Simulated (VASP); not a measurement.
Energy against volume of NiAl (CsCl type). These are r2SCAN+rVV10, VASP's PBE PAW potentials (set 64) (plane waves; VASP) values and carry that method's errors.

| V (Å³/atom) | E (eV/atom) |
|---|---|
| 10.974 | -9.85384 |
| 11.324 | -9.87312 |
| 11.674 | -9.87859 |
| 12.024 | -9.87226 |
| 12.375 | -9.85589 |

### Question
Fit a third-order Birch-Murnaghan equation of state.

### Answer

- volume per atom = 11.65 Å^3/atom
- bulk modulus = 181 GPa
- pressure derivative of the bulk modulus = 4.29
- lattice constant a = 2.856 Å

Measured: bulk modulus 156 GPa (computed value off by +15.9 %), as given by Yamada et al., (2019), arXiv:1910.09660; a 2.882 Å at 0 K (computed value off by -0.9 %), as given by H. Levämäki et al., Physical Review B (2014), arXiv:1402.3671 [extrapolated to 0 K, zero-point anharmonic expansion removed (Haas, Tran, Blaha 2009)]. The calculation is for a static lattice, while the measured bulk modulus holds thermal and zero-point effects, which are part of the difference.

The compound is NiAl in the CsCl type structure. It was relaxed first. The run is not spin-polarised, so no magnetic state was tried.
